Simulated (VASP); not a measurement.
# A slab model of the (0 0 1) face of TiNCl, part 2 of 4

Wanted: how the (0 0 1) face of TiNCl relaxes, and what it costs to take an electron out. The start is a cell from a database of measured crystal structures.

VASP 6.6.1, plane waves and PAW; the level of theory is named at each step.

So far. Step 2 (The bulk reference): Energy at zero smearing: -48.43270 eV.

**3. Surface relaxation**

This step: PBEsol with D3(BJ), no spin polarisation; plane waves and PAW (Cl, Ti, N) (VASP 6.6.1).

System of this step: TiNCl. The cell holds 12 atoms: 4 Cl, 4 Ti and 4 N. Cell: a = 3.258 Å, b = 3.937 Å, c = 27.953 Å, α = 90.0°, β = 90.0°, γ = 90.0°. It derives from TiNCl. The (0 0 1) slab of TiNCl, cut from the database cell. Vacuum lies along c.

The free atoms relax, while those held by selective dynamics keep their cut positions.

Contents of INCAR:

```
SYSTEM = TiNCl
PREC = Normal
ENCUT = 400
EDIFF = 1E-05
NELM = 120
ISMEAR = 0
SIGMA = 0.05
LREAL = .FALSE.
ALGO = Fast
GGA = PS
IVDW = 12
NBANDS = 44
LORBIT = 11
LWAVE = .FALSE.
LCHARG = .FALSE.
KPAR = 2
IBRION = 2
NSW = 40
ISIF = 2
EDIFFG = -0.03
POTIM = 0.4
MAXMIX = 40
IDIPOL = 3
LDIPOL = .TRUE.
DIPOL = 0.5 0.5 0.5
```

Contents of POSCAR:

```
TiNCl
1.0
    3.2580000000      0.0000000000      0.0000000000
    0.0000000000      3.9370000000      0.0000000000
    0.0000000000      0.0000000000     27.9529800000
Cl Ti N
4 4 4
Selective dynamics
Direct
    0.0000000000      0.0000000000      0.2683077100  F F F
    0.5000000000      0.5000000000      0.4525449500  F F F
    0.0000000000      0.0000000000      0.5474550500  T T T
    0.5000000000      0.5000000000      0.7316922900  T T T
    0.5000000000      0.0000000000      0.3325116000  F F F
    0.0000000000      0.5000000000      0.3883410600  F F F
    0.5000000000      0.0000000000      0.6116589400  T T T
    0.0000000000      0.5000000000      0.6674884000  T T T
    0.5000000000      0.5000000000      0.3464689600  F F F
    0.0000000000      0.0000000000      0.3743837000  F F F
    0.5000000000      0.5000000000      0.6256163000  T T T
    0.0000000000      0.0000000000      0.6535310400  T T T
```

Contents of KPOINTS:

```
Automatic mesh
0
Gamma
5 4 1
0 0 0
```

The projector-augmented-wave data sets are Cl, Ti and N (PBE family, release 64).

The run is started by

```
$ mpirun -np 2 vasp_std
```

The log of the run:

```text
[banner, memory and clock lines left out]
running    2 mpi-ranks, on    1 nodes
 distrk:  each k-point on    1 cores,    2 groups
 distr:  one band on    1 cores,    1 groups

 POSCAR found type information on POSCAR ClTiN
 POSCAR found :  3 types and      12 ions
 [... a notice as in an earlier step ...]

 LDA part: xc-table for (Slater+PW92), standard interpolation
 POSCAR, INCAR and KPOINTS ok, starting setup
 FFT: planning ... GRIDC
 FFT: planning ... GRID_SOFT
 FFT: planning ... GRID
 WAVECAR not read
 entering main loop
       N       E                     dE             d eps       ncg     rms          rms(c)
DAV:   1     0.632964058577E+03    0.63296E+03   -0.21014E+04   792   0.994E+02
DAV:   2     0.500125368779E+02   -0.58295E+03   -0.55294E+03   984   0.258E+02
DAV:   4    -0.121598072509E+03   -0.65981E+01   -0.65703E+01   984   0.351E+01
DAV:   5    -0.121788791281E+03   -0.19072E+00   -0.19067E+00  1036   0.687E+00    0.535E+01
RMM:   6    -0.973285029808E+02    0.24460E+02   -0.16891E+02   833   0.524E+01    0.139E+01
RMM:   7    -0.950358989154E+02    0.22926E+01   -0.31629E+01   792   0.358E+01    0.204E+01
RMM:   8    -0.941409921543E+02    0.89491E+00   -0.53921E+00   800   0.115E+01    0.511E+00
RMM:   9    -0.940936213294E+02    0.47371E-01   -0.24250E+00   806   0.528E+00    0.105E+00
RMM:  10    -0.941101148477E+02   -0.16494E-01   -0.34768E-01   827   0.259E+00    0.957E-01
RMM:  11    -0.941159330909E+02   -0.58182E-02   -0.91579E-02   817   0.120E+00    0.597E-01
RMM:  12    -0.941155274362E+02    0.40565E-03   -0.22416E-02   821   0.763E-01    0.196E-01
RMM:  13    -0.941160631397E+02   -0.53570E-03   -0.67845E-03   846   0.324E-01    0.213E-01
RMM:  14    -0.941164657129E+02   -0.40257E-03   -0.23955E-03   825   0.195E-01    0.116E-01
RMM:  15    -0.941164174543E+02    0.48259E-04   -0.76072E-04   795   0.135E-01    0.420E-02
RMM:  16    -0.941165569425E+02   -0.13949E-03   -0.70304E-04   779   0.869E-02    0.393E-02
RMM:  17    -0.941166356595E+02   -0.78717E-04   -0.77990E-05   692   0.528E-02    0.222E-02
RMM:  18    -0.941168084178E+02   -0.17276E-03   -0.71158E-05   719   0.337E-02    0.126E-02
RMM:  19    -0.941168578803E+02   -0.49462E-04   -0.31773E-05   614   0.198E-02    0.162E-02
RMM:  20    -0.941168867551E+02   -0.28875E-04   -0.65626E-06   502   0.116E-02    0.863E-03
RMM:  21    -0.941169194579E+02   -0.32703E-04   -0.71628E-06   507   0.903E-03    0.591E-03
RMM:  22    -0.941169240148E+02   -0.45569E-05   -0.42033E-06   490   0.788E-03
   1 F= -.96547808E+02 E0= -.96547808E+02  d E =-.965478E+02
 curvature:   0.00 expect dE= 0.000E+00 dE for cont linesearch  0.000E+00
 trial: gam= 0.00000 g(F)=  0.140E-01 g(S)=  0.000E+00 ort = 0.000E+00 (trialstep = 0.100E+01)
 search vector abs. value=  0.140E-01
 bond charge predicted
       N       E                     dE             d eps       ncg     rms          rms(c)
DAV:   1    -0.941239956692E+02   -0.70762E-02   -0.44260E-01   792   0.274E+00    0.382E-01
RMM:   2    -0.941252322145E+02   -0.12365E-02   -0.19702E-02   794   0.711E-01    0.388E-01
RMM:   3    -0.941236234228E+02    0.16088E-02   -0.73917E-03   804   0.458E-01    0.135E-01
RMM:   4    -0.941234951559E+02    0.12827E-03   -0.23947E-03   801   0.182E-01    0.150E-01
RMM:   5    -0.941234455499E+02    0.49606E-04   -0.55730E-04   791   0.114E-01    0.616E-02
RMM:   6    -0.941234324607E+02    0.13089E-04   -0.19534E-04   801   0.632E-02    0.407E-02
RMM:   7    -0.941234411628E+02   -0.87021E-05   -0.16468E-04   807   0.467E-02    0.309E-02
RMM:   8    -0.941234394260E+02    0.17369E-05   -0.41442E-05   636   0.348E-02
   2 F= -.96554519E+02 E0= -.96554519E+02  d E =-.671134E-02
[... from here on, the cycles between the ionic steps are left out ...]
   3 F= -.96554530E+02 E0= -.96554530E+02  d E =-.672222E-02
   4 F= -.96555686E+02 E0= -.96555686E+02  d E =-.115527E-02
   5 F= -.96556894E+02 E0= -.96556894E+02  d E =-.236367E-02
   6 F= -.96557385E+02 E0= -.96557384E+02  d E =-.490556E-03
   7 F= -.96557394E+02 E0= -.96557394E+02  d E =-.499619E-03
   8 F= -.96557419E+02 E0= -.96557419E+02  d E =-.524773E-03
   9 F= -.96557653E+02 E0= -.96557653E+02  d E =-.233997E-03
  10 F= -.96557657E+02 E0= -.96557656E+02  d E =-.237799E-03
  11 F= -.96557795E+02 E0= -.96557795E+02  d E =-.138096E-03
  12 F= -.96558165E+02 E0= -.96558165E+02  d E =-.508244E-03
  13 F= -.96558654E+02 E0= -.96558654E+02  d E =-.997939E-03
  14 F= -.96558770E+02 E0= -.96558770E+02  d E =-.111307E-02
  15 F= -.96558824E+02 E0= -.96558824E+02  d E =-.116723E-02
  16 F= -.96558873E+02 E0= -.96558873E+02  d E =-.495210E-04
  17 F= -.96558954E+02 E0= -.96558954E+02  d E =-.130027E-03
  18 F= -.96559051E+02 E0= -.96559051E+02  d E =-.227695E-03
  19 F= -.96559262E+02 E0= -.96559262E+02  d E =-.438110E-03
  20 F= -.96559698E+02 E0= -.96559698E+02  d E =-.873829E-03
  21 F= -.96560571E+02 E0= -.96560571E+02  d E =-.174697E-02
  22 F= -.96562172E+02 E0= -.96562171E+02  d E =-.334788E-02
  23 F= -.96564432E+02 E0= -.96564431E+02  d E =-.560821E-02
  24 F= -.96566838E+02 E0= -.96566837E+02  d E =-.240638E-02
  25 F= -.96573770E+02 E0= -.96573769E+02  d E =-.933788E-02
  26 F= -.96574534E+02 E0= -.96574534E+02  d E =-.101024E-01
  27 F= -.96574665E+02 E0= -.96574665E+02  d E =-.102332E-01
  28 F= -.96577090E+02 E0= -.96577090E+02  d E =-.242454E-02
  29 F= -.96578207E+02 E0= -.96578207E+02  d E =-.354194E-02
  30 F= -.96579652E+02 E0= -.96579652E+02  d E =-.498731E-02
  31 F= -.96579141E+02 E0= -.96579140E+02  d E =-.447535E-02
  32 F= -.96579996E+02 E0= -.96579996E+02  d E =-.533076E-02
  33 F= -.96579951E+02 E0= -.96579951E+02  d E =-.528541E-02
  34 F= -.96579974E+02 E0= -.96579974E+02  d E =-.530897E-02
  35 F= -.96580583E+02 E0= -.96580583E+02  d E =-.608542E-03
  36 F= -.96580995E+02 E0= -.96580995E+02  d E =-.102112E-02
  37 F= -.96581232E+02 E0= -.96581231E+02  d E =-.236296E-03
 trial-energy change:   -0.000236  1 .order   -0.000235   -0.000339   -0.000131
 step:   1.2532(harm=  1.2532)  dis= 0.00101  next Energy=   -96.581271 (dE=-0.276E-03)
 bond charge predicted
       N       E                     dE             d eps       ncg     rms          rms(c)
DAV:   1    -0.940945895248E+02    0.79419E-04   -0.19759E-02   792   0.576E-01    0.451E-02
RMM:   2    -0.940946201535E+02   -0.30629E-04   -0.37508E-04   709   0.942E-02    0.471E-02
RMM:   3    -0.940946094923E+02    0.10661E-04   -0.18115E-04   682   0.493E-02    0.384E-02
RMM:   4    -0.940946039046E+02    0.55877E-05   -0.25493E-05   504   0.254E-02
  38 F= -.96581268E+02 E0= -.96581268E+02  d E =-.272317E-03
 curvature:  -1.06 expect dE=-0.334E-04 dE for cont linesearch -0.112E-05
 trial: gam= 0.09230 g(F)=  0.315E-04 g(S)=  0.000E+00 ort =-0.281E-04 (trialstep = 0.867E+00)
 search vector abs. value=  0.326E-04
 reached required accuracy - stopping structural energy minimisation
```

Run time: 15 min. Hardware: 2 MPI ranks of AMD EPYC 7R43, shared host; peak memory 0.5 GiB.

Parts of OUTCAR (step 3):

```text
  LATTYP: Found a simple orthorhombic cell.
 ALAT       =     3.2580000000
 B/A-ratio  =     1.2084100675
 C/A-ratio  =     8.5797974217

 Found      9 irreducible k-points:

   k-points           NKPTS =      9   k-points in BZ     NKDIM =      9   number of bands    NBANDS=     44

   dimension x,y,z NGX =    16 NGY =   20 NGZ =  140
   dimension x,y,z NGXF=    32 NGYF=   40 NGZF=  280

   ENCUT  =  400.0 eV  29.40 Ry    5.42 a.u.   5.31  6.42 45.58*2*pi/ulx,y,z

   NELECT =      64.0000    total number of electrons

 Edisp (eV)   -2.48655

 dipolmoment           0.000000      0.000000      0.001475 electrons x Angstroem

 E-fermi :  -1.5397

 k-point     1 :       0.0000    0.0000    0.0000
  band No.  band energies     occupation
    ...
     28      -3.5453      2.00000
     29      -2.7012      2.00000
     30      -2.5799      2.00000
     31      -1.7767      2.00000
     32      -1.6981      1.99999
     33      -1.3813      0.00001
     34      -1.2525      0.00000
     35      -0.1760      0.00000
     36      -0.1462      0.00000
     37       0.1113      0.00000
    ...

 k-point     2 :       0.2000    0.0000    0.0000
  band No.  band energies     occupation
    ...
     28      -3.3904      2.00000
     29      -3.3175      2.00000
     30      -3.0791      2.00000
     31      -2.9992      2.00000
     32      -2.9020      2.00000
     33      -0.3962      0.00000
     34      -0.2662      0.00000
     35       0.1154      0.00000
     36       0.1890      0.00000
     37       0.2004      0.00000
    ...

 Edisp (eV)   -2.48666

  Total      -5.29227    -3.61742    -2.35153     0.00000     0.00000     0.00000
  in kB     -23.64876   -16.16462   -10.50790     0.00000     0.00000     0.00000
  external pressure =      -16.77 kB  Pullay stress =        0.00 kB

  energy-cutoff  :      400.00
  volume of cell :      358.55
      direct lattice vectors                 reciprocal lattice vectors
     3.258000000  0.000000000  0.000000000     0.306936771  0.000000000  0.000000000
     0.000000000  3.937000000  0.000000000     0.000000000  0.254000508  0.000000000
     0.000000000  0.000000000 27.952980000     0.000000000  0.000000000  0.035774361

 POSITION                                       TOTAL-FORCE (eV/Angst)
 -----------------------------------------------------------------------------------
      0.00000      0.00000      7.50000         0.000000      0.000000     -0.098132
      1.62900      1.96850     12.64998         0.000000      0.000000      0.023861
      0.00000      0.00000     15.00221         0.000000      0.000000     -0.009851
      1.62900      1.96850     20.11659         0.000000      0.000000      0.006642
      1.62900      0.00000      9.29469         0.000000      0.000000      0.442063
      0.00000      1.96850     10.85529         0.000000      0.000000     -0.366668
      1.62900      0.00000     16.79993         0.000000      0.000000     -0.021384
      0.00000      1.96850     18.31056         0.000000      0.000000     -0.000575
      1.62900      1.96850      9.68484         0.000000      0.000000     -0.089986
      0.00000      0.00000     10.46514         0.000000      0.000000      0.093696
      1.62900      1.96850     17.14352         0.000000      0.000000      0.007896
      0.00000      0.00000     17.96529         0.000000      0.000000      0.012439
 -----------------------------------------------------------------------------------
    total drift:                                0.000000      0.000000      0.006854

  FREE ENERGIE OF THE ION-ELECTRON SYSTEM (eV)
  ---------------------------------------------------
  free  energy   TOTEN  =       -96.5812675787 eV

  energy  without entropy=      -96.5812674548  energy(sigma->0) =      -96.58126752

 reached required accuracy - stopping structural energy minimisation

 vacuum level on the upper side and lower side of the slab         4.252         4.225

 total charge
# of ion       s       p       d       tot
------------------------------------------
    1        1.595   3.501   0.000   5.096
    2        1.597   3.498   0.000   5.094
    3        1.597   3.497   0.000   5.093
    4        1.595   3.497   0.000   5.092
    5        0.522   0.944   2.684   4.149
    6        0.522   0.943   2.686   4.151
    7        0.527   0.959   2.707   4.192
    8        0.525   0.955   2.701   4.181
    9        1.286   2.400   0.000   3.686
   10        1.286   2.400   0.000   3.686
   11        1.288   2.402   0.000   3.690
   12        1.288   2.402   0.000   3.690
--------------------------------------------------
tot         13.626  27.398  10.778  51.802

[... 2 parts as in an earlier step ...]

[... 7 further parts left out ...]
```

CONTCAR:

```
TiNCl
   1.00000000000000
     3.2580000000000000    0.0000000000000000    0.0000000000000000
     0.0000000000000000    3.9369999999999998    0.0000000000000000
     0.0000000000000000    0.0000000000000000   27.9529800000000002
  Cl              Ti              N
     4     4     4
Selective dynamics
Direct
     0.0000000000000000    0.0000000000000000    0.2683077100000020   F   F   F
     0.5000000000000000    0.5000000000000000    0.4525449499999965   F   F   F
     0.0000000000000000    0.0000000000000000    0.5366944449441826   T   T   T
     0.5000000000000000    0.5000000000000000    0.7196582710575101   T   T   T
     0.5000000000000000    0.0000000000000000    0.3325115999999966   F   F   F
     0.0000000000000000    0.5000000000000000    0.3883410600000019   F   F   F
     0.5000000000000000    0.0000000000000000    0.6010068385421796   T   T   T
     0.0000000000000000    0.5000000000000000    0.6550484137257891   T   T   T
     0.5000000000000000    0.5000000000000000    0.3464689600000028   F   F   F
     0.0000000000000000    0.0000000000000000    0.3743837000000028   F   F   F
     0.5000000000000000    0.5000000000000000    0.6132984227250017   T   T   T
     0.0000000000000000    0.0000000000000000    0.6426967255239110   T   T   T
```

The run keeps the 4 symmetry operations of its start, so it cannot find a distortion of lower symmetry.

The steps of the relaxation (22 of 38):

| step | energy less that of the first step (eV) | largest force (eV/Å) |
| --- | --- | --- |
| 1 | 0.0000 | 0.4384 |
| 3 | -0.0067 | 0.1316 |
| 5 | -0.0091 | 0.0617 |
| 6 | -0.0096 | 0.0554 |
| 8 | -0.0096 | 0.0640 |
| 10 | -0.0098 | 0.0330 |
| 12 | -0.0104 | 0.0441 |
| 13 | -0.0108 | 0.1052 |
| 15 | -0.0110 | 0.1906 |
| 17 | -0.0111 | 0.1861 |
| 19 | -0.0115 | 0.1783 |
| 20 | -0.0119 | 0.1681 |
| 22 | -0.0144 | 0.1552 |
| 24 | -0.0190 | 0.1587 |
| 26 | -0.0267 | 0.3794 |
| 27 | -0.0269 | 0.2768 |
| 29 | -0.0304 | 0.1655 |
| 31 | -0.0313 | 0.1645 |
| 33 | -0.0321 | 0.1155 |
| 34 | -0.0322 | 0.1154 |
| 36 | -0.0332 | 0.0767 |
| 38 | -0.0335 | 0.0214 |

The atoms that moved most (Å):

| atom | dx | dy | dz | length |
| --- | --- | --- | --- | --- |
| Ti8 | 0.000 | 0.000 | -0.348 | 0.348 |
| N11 | 0.000 | 0.000 | -0.344 | 0.344 |
| Cl4 | 0.000 | 0.000 | -0.336 | 0.336 |
| N12 | 0.000 | 0.000 | -0.303 | 0.303 |
| Cl3 | 0.000 | 0.000 | -0.301 | 0.301 |
| Ti7 | 0.000 | 0.000 | -0.298 | 0.298 |

Final coordinates:

```xyz
12
Lattice="3.2580 0.0000 0.0000 0.0000 3.9370 0.0000 0.0000 0.0000 27.9530" Properties=species:S:1:pos:R:3
Cl    0.0000    0.0000    7.5000
Cl    1.6290    1.9685   12.6500
Cl    0.0000    0.0000   15.0022
Cl    1.6290    1.9685   20.1166
Ti    1.6290    0.0000    9.2947
Ti    0.0000    1.9685   10.8553
Ti    1.6290    0.0000   16.7999
Ti    0.0000    1.9685   18.3106
N     1.6290    1.9685    9.6848
N     0.0000    0.0000   10.4651
N     1.6290    1.9685   17.1435
N     0.0000    0.0000   17.9653
```

A gap read on the k-mesh alone can miss the band edges.

This step gave:

| Property | Result |
| --- | --- |
| electronic cycles | 292 |
| electrons | 64 |
| free energy (TOTEN) | -96.5813 eV |
| Fermi energy | -1.540 eV |
| dipole moment | 0, 0, 0.001475 e·Å |
| gap on the k-mesh | 0.3168 eV |
| least direct gap on the k-mesh | 0.3168 eV |

The run ended after 38 ionic steps, 0.033 eV below its first step, once the forces on the free atoms met EDIFFG = -0.03.

Only the dipole across the slab is computed (IDIPOL = 3); zeros along the plane are no results.

[end of part 2 of 4]

[Lines on the potential files, build, host, timing and source positions are cut from VASP's logs without a mark.]

[Logs are printed without paths, hosts, clocks, repeated set-up lines and the standing remarks that a program may print on its own settings, such as how far it seeks lower states.]

[Hosts, paths, dates, database ids (printed as entryN), source tags and the programs' standing remarks are cut or masked in the printed files.]

[In band tables of VASP the shares of atoms and orbitals are scaled to a sum of 1 inside the atoms' spheres.]

[Runs that stopped without an error message from VASP are left out.]
